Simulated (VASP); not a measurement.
Input:

```
La2O3
1.0
    1.92666    -3.33707     0.00000
    1.92666     3.33707     0.00000
    0.00000     0.00000     5.99514
La O
2 3
Cartesian
  1.92666   1.11236   1.48080
  1.92666  -1.11236   4.51434
  0.00000   0.00000   0.00000
  1.92666   1.11236   3.87886
  1.92666  -1.11236   2.11628
```

Method: PBE GGA, VASP's PBE PAW potentials (set 64) (plane waves; VASP). Run with 400 eV cut-off, 7×7×4 Γ-centred mesh, Fermi-Dirac smearing of 0.020 eV, potentials La O.

**Question.** Give the energies of bands 12 to 23 at the high-symmetry points, in eV from the valence-band maximum.

**Answer.** 
```csv
band,Γ,M,K,A,L,H
12,-2.67,-2.38,-1.75,-2.99,-3.22,-2.48
13,-2.67,-2.20,-1.75,-2.99,-2.42,-2.48
14,-2.42,-2.13,-1.65,-2.79,-1.60,-1.84
15,-2.42,-1.38,-1.46,-2.17,-1.35,-1.60
16,-2.25,-0.86,-1.46,-2.17,-1.08,-1.60
17,-1.82,-0.77,-0.93,-1.16,-1.03,-0.54
18,-0.47,-0.76,-0.91,-0.90,-0.79,-0.29
19,-0.47,-0.39,-0.91,-0.33,-0.40,-0.29
20,-0.23,-0.37,-0.09,-0.33,0.00,-0.27
21,4.43,3.94,3.84,4.87,4.57,4.26
22,4.74,4.87,4.96,4.92,4.72,5.01
23,4.74,5.43,4.96,4.92,5.29,5.17
```

The gap is indirect, 3.84 eV, from the valence maximum at L to the conduction minimum at K.

The structure is a typed La2O3 crystal (P-3m1). The cell was not relaxed at this level.
